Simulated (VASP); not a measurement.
# Sb2Te3O2 (P1) in VASP: relaxation of cell and atoms with PBE

Aim: the relaxation of cell and atoms of Sb2Te3O2 with PBE.

Everything below comes from runs of VASP 6.6.1. Logs are shortened: lines on timing, memory, paths and dates and some standing lists are left out, and cuts for length are marked.

## Step 1: The crystal as given

The typed cell holds 14 atoms: a = 3.840 Å, b = 7.627 Å, c = 11.310 Å, α = 90.46°, β = 89.05°, γ = 89.80°.

The cell was built by a generator and needn't be a form met in nature.

## Step 2: Relaxation of cell and atoms, PBE

File INCAR:

```
ALGO = Fast
EDIFF = 1E-5
EDIFFG = -0.03
ENCUT = 520
GGA = PE
IBRION = 2
ISIF = 3
ISMEAR = 0
ISYM = 0
KPAR = 4
LASPH = True
LCHARG = False
LREAL = Auto
LWAVE = False
NELM = 80
NSW = 110
PREC = Normal
SIGMA = 0.15
```

File KPOINTS:

```
k-points
0
Gamma
  6 3 2
```

File POSCAR:

```
Sb2Te3O2
1.0
    3.8399714800      0.0067685500      0.0315536400
    0.0135371000      7.6267984700     -0.0303270300
    0.0942940900     -0.0453142600     11.3097183400
Sb Te O
4 6 4
Direct
    0.9847799900      0.2476551700      0.8934386300
    0.9816146800      0.7482355400      0.8838839700
    0.4952135200      0.9998657500      0.1228918500
    0.4836769800      0.4986336400      0.1144626600
    0.0366243900      0.2454542600      0.2839152400
    0.0162608900      0.7742024300      0.2906905300
    0.5057586500      0.2492853800      0.5140171100
    0.5484209400      0.7325132300      0.4856517100
    0.5192451000      0.0093702000      0.7059715000
    0.5026624300      0.5034585800      0.7235972400
    0.5067029300      0.2636123000      0.0132596600
    0.4836427200      0.7430548500      0.9950863000
    0.0337402800      0.9921115700      0.0056734300
    0.9843291400      0.5180997200      0.9897900400
```

Potentials or basis: VASP PAW PBE potentials, release 64 (Sb, Te, O).

Launch:

```
$ cat potpaw_PBE.64/Sb/POTCAR potpaw_PBE.64/Te/POTCAR potpaw_PBE.64/O/POTCAR > POTCAR
$ mpirun -np 4 vasp_std > vasp.out
```

OUTCAR:

```text
EDIFF = 1E-5
   EDIFFG = -0.03
   ENCUT = 520
   GGA = PE
   IBRION = 2
   ISIF = 3
   ISMEAR = 0
   ISYM = 0
   LASPH = True
   LREAL = Auto
   NELM = 80
   NSW = 110
   PREC = Normal

 ion  position               nearest neighbor table
   1  0.985  0.248  0.893-  11 2.27  14 2.33  13 2.34  11 2.44  10 3.33   9 3.33  10 3.38   9 3.43
                             4 3.65   4 3.70   3 3.71
   2  0.982  0.748  0.884-  14 2.13  12 2.27  13 2.32  12 2.32  10 3.20  10 3.25   9 3.37   9 3.50
                             4 3.74   3 3.77
   3  0.495  1.000  0.123-  13 2.23  11 2.37  12 2.43  13 2.44   5 3.12   6 3.15   6 3.27   5 3.35
                             1 3.71   2 3.77
   4  0.484  0.499  0.114-  11 2.12  12 2.31  14 2.37  14 2.40   5 3.21   6 3.38   5 3.47   6 3.56
                             1 3.65   1 3.70   2 3.74
   5  0.037  0.245  0.284-   3 3.12   7 3.19   4 3.21   7 3.28   3 3.35   4 3.47   6 3.60
   6  0.016  0.774  0.291-   8 2.84   8 3.05   3 3.15   3 3.27   4 3.38   4 3.56   5 3.60
   7  0.506  0.249  0.514-   9 2.85  10 3.05   5 3.19   5 3.28
   8  0.548  0.733  0.486-   6 2.84   6 3.05  10 3.22   9 3.25
   9  0.519  0.009  0.706-   7 2.85   8 3.25   1 3.33   2 3.37   1 3.43   2 3.50
  10  0.503  0.503  0.724-   7 3.05   2 3.20   8 3.22   2 3.25   1 3.33   1 3.38
  11  0.507  0.264  0.013-   4 2.12   1 2.27   3 2.37   1 2.44
  12  0.484  0.743  0.995-   2 2.27   4 2.31   2 2.32   3 2.43
  13  0.034  0.992  0.006-   3 2.23   2 2.32   1 2.34   3 2.44
  14  0.984  0.518  0.990-   2 2.13   1 2.33   4 2.37   4 2.40

IMPORTANT INFORMATION: All symmetrisations will be switched off!
NOSYMM: (Re-)initialisation of all symmetry stuff for point group C_1.

----------------------------------------------------------------------------------------

                                     Primitive cell

  volume of cell :     331.1952

  direct lattice vectors                    reciprocal lattice vectors
     3.839971480  0.006768550  0.031553640     0.260437289 -0.000470902 -0.002173267
     0.013537100  7.626798470 -0.030327030    -0.000235451  0.131119130  0.000527314
     0.094294090 -0.045314260 11.309718340    -0.000727240  0.000352910  0.088427009

  length of vectors
     3.840107083  7.626870779 11.310202195     0.260446782  0.131120402  0.088430704

  position of ions in fractional coordinates (direct lattice)
     0.984779990  0.247655170  0.893438630
     0.981614680  0.748235540  0.883883970
     0.495213520  0.999865750  0.122891850
     0.483676980  0.498633640  0.114462660
     0.036624390  0.245454260  0.283915240
     0.016260890  0.774202430  0.290690530
     0.505758650  0.249285380  0.514017110
     0.548420940  0.732513230  0.485651710
     0.519245100  0.009370200  0.705971500
     0.502662430  0.503458580  0.723597240
     0.506702930  0.263612300  0.013259660
     0.483642720  0.743054850  0.995086300
     0.033740280  0.992111570  0.005673430
     0.984329140  0.518099720  0.989790040

  ion indices of the primitive-cell ions
   primitive index   ion index
                 1           1
                 2           2
                 3           3
                 4           4
                 5           5
                 6           6
                 7           7
                 8           8
                 9           9
                10          10
                11          11
                12          12
                13          13
                14          14

----------------------------------------------------------------------------------------

 KPOINTS: k-points

Automatic generation of k-mesh.
 Grid dimensions read from file:
 generate k-points for:    6    3    2

 Generating k-lattice:

  Cartesian coordinates                     Fractional coordinates (reciprocal lattice)
     0.043406215 -0.000078484 -0.000362211     0.166666667 -0.000000000  0.000000000
    -0.000078484  0.043706377  0.000175771     0.000000000  0.333333333  0.000000000
    -0.000363620  0.000176455  0.044213505     0.000000000  0.000000000  0.500000000

  Length of vectors
     0.043407797  0.043706801  0.044215352

  Shift w.r.t. Gamma in fractional coordinates (k-lattice)
     0.000000000  0.000000000  0.000000000

 Subroutine IBZKPT returns following result:
 ===========================================

 Found     20 irreducible k-points:

 Following reciprocal coordinates:
            Coordinates               Weight
  0.000000  0.000000  0.000000      1.000000
  0.166667 -0.000000  0.000000      2.000000
  0.333333 -0.000000  0.000000      2.000000
  0.500000 -0.000000  0.000000      1.000000
  0.000000  0.333333 -0.000000      2.000000
  0.166667  0.333333 -0.000000      2.000000
[... 12 lines left out ...]
 -0.333333  0.333333  0.500000      2.000000
 -0.166667  0.333333  0.500000      2.000000
   k-points           NKPTS =     20   k-points in BZ     NKDIM =     20   number of bands    NBANDS=     48
   number of dos      NEDOS =    301   number of ions     NIONS =     14
   total plane-waves  NPLWV =  73728
   dimension x,y,z NGX =    24 NGY =   48 NGZ =   64
   dimension x,y,z NGXF=    48 NGYF=   96 NGZF=  128
   ions per type =               4   6   4
   NGX,Y,Z   is equivalent  to a cutoff of  10.39, 10.46,  9.41 a.u.
   NGXF,Y,Z  is equivalent  to a cutoff of  20.78, 20.93, 18.81 a.u.
 SYSTEM =  unknown system
   PREC   = normal    normal or accurate (medium, high low for compatibility)
   ISTART =      0    job   : 0-new  1-cont  2-samecut
   ICHARG =      2    charge: 1-file 2-atom 10-const
   ISPIN  =      1    spin polarized calculation?
   LNONCOLLINEAR =      F non collinear calculations
   LSORBIT =      F    spin-orbit coupling
   LASPH  =      T    aspherical Exc in radial PAW
   ENCUT  =  520.0 eV  38.22 Ry    6.18 a.u.   7.14 14.18 21.03*2*pi/ulx,y,z
   NELM   =     80;   NELMIN=  2; NELMDL= -5     # of ELM steps
   EDIFF  = 0.1E-04   stopping-criterion for ELM
   LREAL  =      T    real-space projection
   EDIFFG = -.3E-01   stopping-criterion for IOM
   NSW    =    110    number of steps for IOM
   IBRION =      2    ionic relax: 0-MD 1-quasi-New 2-CG
   NFREE  =      1    steps in history (QN), initial steepest desc. (CG)
   ISIF   =      3    stress and relaxation
   ISYM   =      0    0-nonsym 1-usesym 2-fastsym
   POTIM  = 0.5000    time-step for ionic-motion
   TEBEG  =    0.0;   TEEND  =   0.0 temperature during run
   PSTRESS=    0.0 pullay stress
   NELECT =      80.0000    total number of electrons
   NUPDOWN=      -1.0000    fix difference up-down
   EMIN   =  10.00;   EMAX   =-10.00  energy-range for DOS
   EFERMI =   0.00;   METHOD = LEGACY
   ISMEAR =     0;   SIGMA  =   0.15  broadening in eV -4-tet -1-fermi 0-gaus
   EFERMI_NEDOS =   21; number of points for ismear=-14 and -15
   IALGO  =     68    algorithm
   IMIX   =      4    mixing-type and parameters
     AMIX     =   0.40;   BMIX     =  1.00
     AMIX_MAG =   1.60;   BMIX_MAG =  1.00
  volume/ion in A,a.u.               =      23.66       159.64
  Fermi-wavevector in a.u.,A,eV,Ry     =   1.019554  1.926677 14.143121  1.039490
  Thomas-Fermi vector in A             =   2.153074
   LORBIT       =      0    0 simple, 1 ext, 2 COOP (PROOUT), +10 PAW based schemes
   GGA     = PE    functional components
   LHFCALC =     F    Hartree Fock is set to
   AEXX    =    0.0000 exact exchange contribution
   IVDW    =     0    specifies the selected vdW correction
   LEPSILON=     F    determine dielectric tensor
   LRPA    =     F    only Hartree local field effects (RPA)
 conjugate gradient relaxation of ions
 non-spin polarized calculation
 RMM-DIIS sequential band-by-band and
 Gauss-broadening in eV      SIGMA  =   0.15
  energy-cutoff  :      520.00
  volume of cell :      331.20
 maximum number of plane-waves:      8947
   NGX = 15   NGY = 29   NGZ = 43

--------------------------------------- Ionic step        1  -------------------------------------------

 number of electron      79.9999985 magnetization

 Free energy of the ion-electron system (eV)
  ---------------------------------------------------
  ext. energy  EPLUGINS =         0.00000000
  ---------------------------------------------------
  free energy    TOTEN  =       -60.68562579 eV

  energy without entropy =      -60.60251451  energy(sigma->0) =      -60.64407015

------------------------ aborting loop because EDIFF is reached ----------------------------------------

  FORCE on cell =-STRESS in cart. coord.  units (eV):
  Direction    XX          YY          ZZ          XY          YZ          ZX
  --------------------------------------------------------------------------------------
  -------------------------------------------------------------------------------------
  Total        0.2366201      2.1233718     -0.6654465     -0.0418157     -0.0290760     -2.0679111
  in kB        1.1446644     10.2719443     -3.2191392     -0.2022859     -0.1406569    -10.0036494
  external PRESSURE =       2.7324899 kB  Pullay stress =       0.0000000 kB
[... 125 lines left out ...]
  FREE ENERGIE OF THE ION-ELECTRON SYSTEM (eV)
  ---------------------------------------------------
  free  energy   TOTEN  =       -61.0877448060 eV

  energy  without entropy=      -61.0056586281  energy(sigma->0) =      -61.04670172

[... ionic steps 4 to 58 ...]

--------------------------------------- Ionic step       59  -------------------------------------------

 number of electron      80.0000017 magnetization

------------------------ aborting loop because EDIFF is reached ----------------------------------------

  FORCE on cell =-STRESS in cart. coord.  units (eV):
  Direction    XX          YY          ZZ          XY          YZ          ZX
  --------------------------------------------------------------------------------------
  -------------------------------------------------------------------------------------
  Total       -0.0712297     -0.0319930      0.0663035      0.0155002      0.0210136      0.0254240
  in kB       -0.2964366     -0.1331451      0.2759353      0.0645070      0.0874523      0.1058069
  external PRESSURE =      -0.0512155 kB  Pullay stress =       0.0000000 kB
[... 81 lines left out ...]
  energy  without entropy=      -62.2979248095  energy(sigma->0) =      -62.31727896

--------------------------------------- Ionic step       61  -------------------------------------------

 number of electron      80.0000019 magnetization

 Free energy of the ion-electron system (eV)
  ---------------------------------------------------
  ext. energy  EPLUGINS =         0.00000000
  ---------------------------------------------------
  free energy    TOTEN  =       -62.33678217 eV

  energy without entropy =      -62.29799262  energy(sigma->0) =      -62.31738740

 E-fermi :   5.3721     XC(G=0):  -8.8843

 val. band max:        5.3353956519   @ k =   0.3333  -0.0000   0.5000
 cond. band min:       5.3877784476   @ k =   0.3333   0.3333   0.5000
 fundamental gap:      0.0523827957
 Fermi energy:         5.3720877633

 k-point     1 :       0.0000    0.0000    0.0000
  band No.  band energies     occupation
      1     -15.0321      2.00000
      2     -14.0422      2.00000
      3     -13.6447      2.00000
      4     -12.8617      2.00000
      5      -7.8420      2.00000
      6      -7.2170      2.00000
[... 1050 lines left out ...]
  FREE ENERGIE OF THE ION-ELECTRON SYSTEM (eV)
  ---------------------------------------------------
  free  energy   TOTEN  =       -62.3367821721 eV

  energy  without entropy=      -62.2979926229  energy(sigma->0) =      -62.31738740

 reached required accuracy - stopping structural energy minimisation
```

Wall time 23 min (4 MPI ranks of AMD EPYC 7R13 (Zen 3), shared host); peak memory 0.39 GiB.

Results:

| Item | Value |
| --- | --- |
| Free energy | -62.3368 eV |
| Relaxed volume | 27.48 Å³/atom |
| Relaxed cell | a = 3.966 Å, b = 8.038 Å, c = 12.084 Å, α = 87.85°, β = 89.42°, γ = 88.58° |
| Space group after relaxing (to 0.05 Å) | P1 (No. 1) |
| Energy gained by relaxing | 117.9 meV/atom |
| Ionic steps | 61 |
| Pressure after relaxing | 0.0 GPa |
| Largest force after relaxing | 0.030 eV/Å |
| Band gap on the k mesh | none (metal or under the smearing width) |

Forces in eV/Å, atoms in the order of the input:
```
Sb  -0.011  0.005 -0.004
Sb   0.004  0.002 -0.012
Sb   0.009 -0.013  0.006
Sb   0.007  0.001  0.029
Te   0.001 -0.005 -0.009
Te  -0.005  0.001 -0.004
Te  -0.002  0.007 -0.001
Te  -0.008 -0.001 -0.007
Te  -0.007 -0.009  0.007
Te  -0.001  0.010  0.000
O    0.005  0.004 -0.006
O    0.005  0.005 -0.001
O   -0.001 -0.004  0.003
O    0.003 -0.004 -0.003
```

Step by step:
| step | energy change (eV) | largest force (eV/Å) | pressure (GPa) | volume (Å³) |
| --- | --- | --- | --- | --- |
| 1 | 0.0000 | 1.1880 | 0.27 | 331.20 |
| 3 | -0.4021 | 0.7588 | 0.25 | 335.66 |
| 5 | -0.6615 | 0.9275 | -1.81 | 345.82 |
| 7 | -0.8277 | 0.6472 | 0.20 | 340.19 |
| 9 | -0.8752 | 0.6175 | 0.72 | 339.92 |
| 11 | -0.9679 | 1.1715 | 2.12 | 346.86 |
| 13 | -1.0938 | 0.5586 | 0.55 | 349.70 |
| 15 | -1.1626 | 0.7070 | -1.16 | 361.62 |
| 17 | -1.3268 | 0.4955 | -0.14 | 364.42 |
| 19 | -1.3826 | 0.3511 | 0.03 | 366.13 |
| 21 | -1.4294 | 0.2526 | 0.03 | 367.99 |
| 23 | -1.4625 | 0.4088 | 0.12 | 369.99 |
| 25 | -1.5289 | 0.3840 | -0.36 | 375.93 |
| 27 | -1.5533 | 0.3219 | 0.36 | 374.56 |
| 29 | -1.5855 | 0.2210 | -0.21 | 379.13 |
| 31 | -1.6023 | 0.1933 | 0.11 | 379.05 |
| 33 | -1.6155 | 0.1394 | -0.12 | 380.82 |
| 35 | -1.6243 | 0.1499 | 0.11 | 380.17 |
| 37 | -1.6294 | 0.0969 | -0.03 | 381.10 |
| 39 | -1.6352 | 0.0996 | 0.13 | 380.96 |
| 41 | -1.6389 | 0.1062 | 0.09 | 381.44 |
| 43 | -1.6414 | 0.1334 | -0.09 | 382.84 |
| 45 | -1.6446 | 0.0801 | 0.01 | 382.89 |
| 47 | -1.6474 | 0.0785 | 0.04 | 383.04 |
| 49 | -1.6484 | 0.0491 | -0.07 | 383.77 |
| 51 | -1.6490 | 0.0544 | 0.04 | 383.57 |
| 53 | -1.6496 | 0.0505 | 0.04 | 384.17 |
| 55 | -1.6500 | 0.0545 | -0.15 | 385.57 |
| 57 | -1.6505 | 0.0349 | -0.06 | 385.11 |
| 59 | -1.6508 | 0.0302 | -0.01 | 384.98 |
| 61 | -1.6512 | 0.0295 | 0.03 | 384.77 |

Final structure:
```
Sb Te O
1.0
     3.96522    0.04657    0.01728
     0.10366    8.03615    0.15374
     0.06679    0.22111   12.08137
Sb Te O
4 6 4
Direct
  0.94599 0.19430 0.87913
  0.00249 0.75224 0.91095
  0.52919 0.06775 0.13504
  0.50573 0.50345 0.08699
  0.01085 0.23843 0.26139
  0.01608 0.73224 0.28877
  0.51892 0.30399 0.55975
  0.51710 0.66611 0.46281
  0.48965 0.02646 0.73340
  0.52620 0.53909 0.71574
  0.52662 0.26003 0.01038
  0.50013 0.72095 0.98066
  0.98527 0.98838 0.98568
  0.00844 0.53213 0.01164
```

Caveat: the volume moved by over 15 % at a fixed basis, so the end points are rough.
